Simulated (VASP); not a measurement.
# Hg12Te11Se (a cell with a defect) in VASP: electric field gradients with PBE

Aim: the electric field gradients of Hg12Te11Se (a cell with a defect) with PBE.

Everything below comes from runs of VASP 6.6.1. Logs are shortened: lines on timing, memory, paths and dates and some standing lists are left out, and cuts for length are marked.

### Step 1. Starting point

The cell holds a defect, 24 atoms: a = 9.311 Å, b = 9.311 Å, c = 10.423 Å, α = 90.00°, β = 90.00°, γ = 120.00°.

### Step 2. Electric field gradients, PBE

File INCAR:

```
PREC = Accurate ; ENCUT = 520
EDIFF = 1E-8 ; ISMEAR = -1
SIGMA = 0.01 ; LREAL = Auto
LASPH = True ; NELM = 100
ALGO = Fast ; ISIF = 2
LWAVE = False ; LCHARG = False
GGA = PE ; LEFG = True
NBANDS = 126
```

File KPOINTS:

```
Automatic mesh
0
Gamma
  3 3 2
```

File POSCAR:

```
Hg12Te11Se
1.0
    9.3108750032      0.0000000000      0.0000000000
   -4.6554375016      8.0634542842      0.0000000000
    0.0000000000      0.0000000000     10.4231886400
Hg Se Te
12 1 11
Direct
    0.1580707650      0.1580707650      0.0000000000
    0.1580707650      0.6580707650      0.0000000000
    0.6580707650      0.1580707650      0.0000000000
    0.6580707650      0.6580707650      0.0000000000
    0.0000000000      0.3419292350      0.6666666667
    0.0000000000      0.8419292350      0.6666666667
    0.5000000000      0.3419292350      0.6666666667
    0.5000000000      0.8419292350      0.6666666667
    0.3419292350      0.0000000000      0.3333333333
    0.3419292350      0.5000000000      0.3333333333
    0.8419292350      0.0000000000      0.3333333333
    0.8419292350      0.5000000000      0.3333333333
    0.2427854750      0.2427854750      0.5000000000
    0.2427854750      0.7427854750      0.5000000000
    0.7427854750      0.2427854750      0.5000000000
    0.7427854750      0.7427854750      0.5000000000
    0.0000000000      0.2572145250      0.1666666667
    0.0000000000      0.7572145250      0.1666666667
    0.5000000000      0.2572145250      0.1666666667
    0.5000000000      0.7572145250      0.1666666667
    0.2572145250      0.0000000000      0.8333333333
    0.2572145250      0.5000000000      0.8333333333
    0.7572145250      0.0000000000      0.8333333333
    0.7572145250      0.5000000000      0.8333333333
```

Potentials or basis: VASP PAW PBE potentials, release 64 (Hg, Se, Te).

Run with:

```bash
$ cat potpaw_PBE.64/Hg/POTCAR potpaw_PBE.64/Se/POTCAR potpaw_PBE.64/Te/POTCAR > POTCAR
$ mpirun -np 1 vasp_std > vasp.out
```

OUTCAR:

```text
PREC = Accurate
   ENCUT = 520
   EDIFF = 1E-8
   ISMEAR = -1
   LREAL = Auto
   LASPH = True
   NELM = 100
   ISIF = 2
   GGA = PE

 ion  position               nearest neighbor table
   1  0.158  0.158  0.000-  21 2.72  17 2.72  22 3.33  19 3.33  18 3.69  23 3.69
   2  0.158  0.658  0.000-  22 2.72  18 2.72  21 3.33  20 3.33  17 3.69  24 3.69
   3  0.658  0.158  0.000-  23 2.72  19 2.72  24 3.33  17 3.33  20 3.69  21 3.69
   4  0.658  0.658  0.000-  24 2.72  20 2.72  23 3.33  18 3.33  19 3.69  22 3.69
   5  0.000  0.342  0.667-  22 2.72  15 2.72  23 3.33  13 3.33  24 3.69  14 3.69
   6  0.000  0.842  0.667-  21 2.72  16 2.72  24 3.33  14 3.33  23 3.69
   7  0.500  0.342  0.667-  24 2.72  13 2.72  21 3.33  15 3.33  22 3.69  16 3.69
   8  0.500  0.842  0.667-  23 2.72  14 2.72  22 3.33  16 3.33  21 3.69  15 3.69
   9  0.342  0.000  0.333-  19 2.72  14 2.72  18 3.33  13 3.33  20 3.69  15 3.69
  10  0.342  0.500  0.333-  20 2.72  13 2.72  17 3.33  14 3.33  19 3.69  16 3.69
  11  0.842  0.000  0.333-  17 2.72  16 2.72  20 3.33  15 3.33  18 3.69
  12  0.842  0.500  0.333-  18 2.72  15 2.72  19 3.33  16 3.33  17 3.69  14 3.69
  13  0.243  0.243  0.500-  10 2.72   7 2.72   9 3.33   5 3.33
  14  0.243  0.743  0.500-   9 2.72   8 2.72  10 3.33   6 3.33   5 3.69  12 3.69
  15  0.743  0.243  0.500-  12 2.72   5 2.72  11 3.33   7 3.33   8 3.69   9 3.69
  16  0.743  0.743  0.500-  11 2.72   6 2.72  12 3.33   8 3.33   7 3.69  10 3.69
  17  0.000  0.257  0.167-  11 2.72   1 2.72  10 3.33   3 3.33  12 3.69   2 3.69
  18  0.000  0.757  0.167-  12 2.72   2 2.72   9 3.33   4 3.33  11 3.69   1 3.69
  19  0.500  0.257  0.167-   9 2.72   3 2.72  12 3.33   1 3.33  10 3.69   4 3.69
  20  0.500  0.757  0.167-  10 2.72   4 2.72  11 3.33   2 3.33   9 3.69   3 3.69
  21  0.257  0.000  0.833-   6 2.72   1 2.72   7 3.33   2 3.33   8 3.69   3 3.69
  22  0.257  0.500  0.833-   5 2.72   2 2.72   8 3.33   1 3.33   7 3.69   4 3.69
  23  0.757  0.000  0.833-   8 2.72   3 2.72   5 3.33   4 3.33   6 3.69   1 3.69
  24  0.757  0.500  0.833-   7 2.72   4 2.72   6 3.33   3 3.33   5 3.69   2 3.69

  LATTYP: Found a hexagonal cell.
 ALAT       =     9.3108750032
 C/A-ratio  =     1.1194639211

  Lattice vectors:

 A1 = (   9.3108750032,   0.0000000000,   0.0000000000)
 A2 = (  -4.6554375016,   8.0634542842,   0.0000000000)
 A3 = (   0.0000000000,   0.0000000000,  10.4231886400)

Analysis of symmetry for initial positions (statically):
=====================================================================
 Subroutine PRICEL returns:
 Original cell was already a primitive cell.

 Routine SETGRP: Setting up the symmetry group for a
 hexagonal supercell.

 Subroutine GETGRP returns: Found  2 space group operations
 (whereof  2 operations were pure point group operations)
 out of a pool of 24 trial point group operations.

The static configuration has the point symmetry C_2 .

Analysis of symmetry for dynamics (positions and initial velocities):
=====================================================================
 Subroutine PRICEL returns:
 Original cell was already a primitive cell.

 Routine SETGRP: Setting up the symmetry group for a
 hexagonal supercell.

 Subroutine GETGRP returns: Found  2 space group operations
 (whereof  2 operations were pure point group operations)
 out of a pool of 24 trial point group operations.

The dynamic configuration has the point symmetry C_2 .

 Subroutine INISYM returns: Found  2 space group operations
 (whereof  2 operations are pure point group operations),
 and found     1 'primitive' translations

----------------------------------------------------------------------------------------

                                     Primitive cell

  volume of cell :     782.5502

  direct lattice vectors                    reciprocal lattice vectors
     9.310875003  0.000000000  0.000000000     0.107401291  0.062008165  0.000000000
    -4.655437502  8.063454284  0.000000000     0.000000000  0.124016329  0.000000000
     0.000000000  0.000000000 10.423188640     0.000000000  0.000000000  0.095939931

  length of vectors
     9.310875003  9.310875003 10.423188640     0.124016329  0.124016329  0.095939931

  position of ions in fractional coordinates (direct lattice)
     0.158070765  0.158070765  0.000000000
     0.158070765  0.658070765  0.000000000
     0.658070765  0.158070765  0.000000000
     0.658070765  0.658070765  0.000000000
     0.000000000  0.341929235  0.666666667
     0.000000000  0.841929235  0.666666667
[... 16 lines left out ...]
     0.757214525  0.000000000  0.833333333
     0.757214525  0.500000000  0.833333333

  ion indices of the primitive-cell ions
   primitive index   ion index
                 1           1
                 2           2
                 3           3
                 4           4
[... 71 lines left out ...]
   LSORBIT =      F    spin-orbit coupling
   LASPH  =      T    aspherical Exc in radial PAW
   ENCUT  =  520.0 eV  38.22 Ry    6.18 a.u.  17.31 17.31 19.38*2*pi/ulx,y,z
   NELM   =    100;   NELMIN=  2; NELMDL= -5     # of ELM steps
   EDIFF  = 0.1E-07   stopping-criterion for ELM
   LREAL  =      T    real-space projection
   EDIFFG = 0.1E-06   stopping-criterion for IOM
   NSW    =      0    number of steps for IOM
   IBRION =     -1    ionic relax: 0-MD 1-quasi-New 2-CG
   NFREE  =      0    steps in history (QN), initial steepest desc. (CG)
   ISIF   =      2    stress and relaxation
   ISYM   =      2    0-nonsym 1-usesym 2-fastsym
   POTIM  = 0.5000    time-step for ionic-motion
   TEBEG  =    0.0;   TEEND  =   0.0 temperature during run
   PSTRESS=    0.0 pullay stress
   NELECT =     216.0000    total number of electrons
   NUPDOWN=      -1.0000    fix difference up-down
   EMIN   =  10.00;   EMAX   =-10.00  energy-range for DOS
   EFERMI =   0.00;   METHOD = LEGACY
   ISMEAR =    -1;   SIGMA  =   0.01  broadening in eV -4-tet -1-fermi 0-gaus
   EFERMI_NEDOS =   21; number of points for ismear=-14 and -15
   IALGO  =     68    algorithm
   IMIX   =      4    mixing-type and parameters
     AMIX     =   0.40;   BMIX     =  1.00
     AMIX_MAG =   1.60;   BMIX_MAG =  1.00
  volume/ion in A,a.u.               =      32.61       220.04
  Fermi-wavevector in a.u.,A,eV,Ry     =   1.065914  2.014285 15.458556  1.136172
  Thomas-Fermi vector in A             =   2.201481
   LORBIT       =      0    0 simple, 1 ext, 2 COOP (PROOUT), +10 PAW based schemes
   GGA     = PE    functional components
   LHFCALC =     F    Hartree Fock is set to
   AEXX    =    0.0000 exact exchange contribution
   IVDW    =     0    specifies the selected vdW correction
   LEPSILON=     F    determine dielectric tensor
   LRPA    =     F    only Hartree local field effects (RPA)
 non-spin polarized calculation
 RMM-DIIS sequential band-by-band and
  energy-cutoff  :      520.00
  volume of cell :      782.55
 maximum number of plane-waves:     21082
 NGX is ok and might be reduce to    70
   NGX = 35   NGY = 35   NGZ = 39

 number of electron     216.0000030 magnetization

 Free energy of the ion-electron system (eV)
  ---------------------------------------------------
  ext. energy  EPLUGINS =         0.00000000
  ---------------------------------------------------
  free energy    TOTEN  =       -42.62439281 eV

  energy without entropy =      -42.62439281  energy(sigma->0) =      -42.62439281

 E-fermi :   3.2692     XC(G=0):  -9.0590

 val. band max:        3.0049173198   @ k =   0.0000   0.0000   0.5000
 cond. band min:       3.5841426399   @ k =   0.0000   0.0000   0.0000
 fundamental gap:      0.5792253200
 Fermi energy:         3.2692423284

 k-point     1 :       0.0000    0.0000    0.0000
  band No.  band energies     occupation
      1      -9.2319      2.00000
      2      -8.7113      2.00000
      3      -8.2031      2.00000
      4      -8.1912      2.00000
      5      -8.1393      2.00000
      6      -7.9939      2.00000
[... 973 lines left out ...]
    119       5.2084      0.00000
    120       5.2299      0.00000
 [bands above 120 left out]

------------------------ aborting loop because EDIFF is reached ----------------------------------------

  FORCE on cell =-STRESS in cart. coord.  units (eV):
  Direction    XX          YY          ZZ          XY          YZ          ZX
  --------------------------------------------------------------------------------------
  -------------------------------------------------------------------------------------
  Total        3.4957724      3.3267920      2.7091405     -0.1463413      0.6290464     -1.0895407
  in kB        7.1571728      6.8112058      5.5466388     -0.2996162      1.2878968     -2.2307034
  external PRESSURE =       6.5050058 kB  Pullay stress =       0.0000000 kB

 VOLUME and BASIS-vectors are now :
 -----------------------------------------------------------------------------
  energy-cutoff  :      520.00
  volume of cell :      782.55
      direct lattice vectors                 reciprocal lattice vectors
     9.310875003  0.000000000  0.000000000     0.107401291  0.062008165  0.000000000
    -4.655437502  8.063454284  0.000000000     0.000000000  0.124016329  0.000000000
     0.000000000  0.000000000 10.423188640     0.000000000  0.000000000  0.095939931

 POSITION                                       TOTAL-FORCE (eV/Angst)
 -----------------------------------------------------------------------------------
      0.73589      1.27460      0.00000         0.009058      0.015690     -0.000000
     -1.59183      5.30632      0.00000         0.000613      0.021283     -0.006412
      5.39133      1.27460      0.00000         0.018125      0.011172      0.006412
      3.06361      5.30632      0.00000         0.017028      0.029493     -0.000000
     -1.59183      2.75713      6.94879         0.076743     -0.012695     -0.047047
     -3.91955      6.78886      6.94879         0.018873      0.042475     -0.028129
[... 16 lines left out ...]
      7.05033      0.00000      8.68599         0.162272     -0.013060      0.024390
      4.72261      4.03173      8.68599         0.129336     -0.013545      0.002038
 -----------------------------------------------------------------------------------
    total drift:                                0.006948      0.012034      0.000000

  FREE ENERGIE OF THE ION-ELECTRON SYSTEM (eV)
  ---------------------------------------------------
  free  energy   TOTEN  =       -42.6243928093 eV

  energy  without entropy=      -42.6243928093  energy(sigma->0) =      -42.62439281

 Electric field gradients (V/A^2)
---------------------------------------------------------------------
 ion       V_xx      V_yy      V_zz      V_xy      V_xz      V_yz
---------------------------------------------------------------------
   1     -84.169   162.175   -78.006   213.340   336.726  -194.409
   2     -83.152   161.510   -78.358   212.130   335.021  -193.276
   3     -83.366   161.723   -78.358   212.007   334.892  -193.499
   4     -83.998   161.612   -77.614   212.704   335.355  -193.617
   5     -69.814   150.812   -80.998  -225.870  -355.416  -184.256
   6     -86.626   167.053   -80.427  -212.947  -336.395  -197.934
[... 16 lines left out ...]
  23      72.355  -124.161    51.805    -1.611    -3.813   303.839
  24      77.983  -133.494    55.511     7.508    21.881   315.211
---------------------------------------------------------------------

 Electric field gradients after diagonalization (V/A^2)
 (convention: |V_zz| > |V_xx| > |V_yy|)
----------------------------------------------------------------------
 ion       V_xx      V_yy      V_zz     asymmetry (V_yy - V_xx)/ V_zz
----------------------------------------------------------------------
   1     285.346   251.485  -536.832       0.063
   2     284.055   249.952  -534.007       0.064
   3     284.055   249.952  -534.007       0.064
   4     284.417   250.376  -534.793       0.064
   5     305.076   245.676  -550.752       0.108
   6     288.628   250.838  -539.466       0.070
[... 16 lines left out ...]
  23     280.221    72.280  -352.501       0.590
  24     292.347    75.828  -368.175       0.588
----------------------------------------------------------------------

           NMR quadrupolar parameters

 Cq : quadrupolar parameter    Cq=e*Q*V_zz/h
 eta: asymmetry parameters     (V_yy - V_xx)/ V_zz
 Q  : nuclear electric quadrupole moment in mb (millibarn)
----------------------------------------------------------------------
 ion       Cq(MHz)       eta       Q (mb)
----------------------------------------------------------------------
   1      -1.298       0.063       1.000
   2      -1.291       0.064       1.000
   3      -1.291       0.064       1.000
   4      -1.293       0.064       1.000
   5      -1.332       0.108       1.000
   6      -1.304       0.070       1.000
[... 16 lines left out ...]
  23      -0.852       0.590       1.000
  24      -0.890       0.588       1.000
----------------------------------------------------------------------
```

It took 25 min on 1 thread of Intel Xeon Platinum 8488C (Sapphire Rapids), shared host; peak memory 1.1 GiB.

Results:

- Free energy: -42.6244 eV
- Pressure: 0.7 GPa
- Largest force: 0.834 eV/Å
- Band gap on the k mesh: 0.58 eV, indirect (least direct gap 0.73 eV)

Forces in eV/Å, atoms in the order of the input:
```
Hg   0.009  0.016  0.000
Hg   0.001  0.021 -0.006
Hg   0.018  0.011  0.006
Hg   0.017  0.029  0.000
Hg   0.077 -0.013 -0.047
Hg   0.019  0.042 -0.028
Hg  -0.578 -0.308 -0.516
Hg   0.008 -0.020 -0.005
Hg  -0.049  0.060  0.047
Hg   0.022 -0.654  0.516
Hg   0.027  0.038  0.028
Hg  -0.022 -0.003  0.005
Se   0.414  0.716  0.000
Te  -0.094 -0.144 -0.001
Te  -0.078 -0.153  0.001
Te  -0.087 -0.151  0.000
Te  -0.048  0.152  0.039
Te  -0.092  0.134 -0.024
Te  -0.138  0.156  0.048
Te  -0.076  0.105 -0.002
Te   0.156  0.034 -0.039
Te   0.205 -0.042 -0.048
Te   0.162 -0.013  0.024
Te   0.129 -0.014  0.002
```

Stress tensor (GPa, compression positive):
```
 0.72 -0.03 -0.22
-0.03  0.68  0.13
-0.22  0.13  0.55
```

Electric field gradients, principal values (V/Å²):
```
 atom      Vxx      Vyy       Vzz
 1 Hg  251.485  285.346  -536.832
 2 Hg  249.952  284.055  -534.007
 3 Hg  249.952  284.055  -534.007
 4 Hg  250.376  284.417  -534.793
 5 Hg  245.676  305.076  -550.752
 6 Hg  250.838  288.628  -539.466
 7 Hg  209.894  248.226  -458.120
 8 Hg  249.816  285.694  -535.510
 9 Hg  245.676  305.076  -550.752
10 Hg  209.894  248.226  -458.120
11 Hg  250.838  288.628  -539.466
12 Hg  249.816  285.694  -535.510
13 Se   69.265  191.616  -260.882
14 Te   71.372  279.659  -351.030
15 Te   71.372  279.659  -351.030
16 Te   73.013  275.818  -348.832
17 Te   69.134  275.010  -344.144
18 Te   72.280  280.221  -352.501
19 Te   73.603  280.537  -354.141
20 Te   75.828  292.347  -368.175
21 Te   69.134  275.010  -344.144
22 Te   73.603  280.537  -354.141
23 Te   72.280  280.221  -352.501
24 Te   75.828  292.347  -368.175
```

Caveat: spin-orbit coupling is left out, which moves the levels of the heavy elements. Expect the measured gap to be larger: semilocal functionals such as PBE lack the derivative discontinuity.
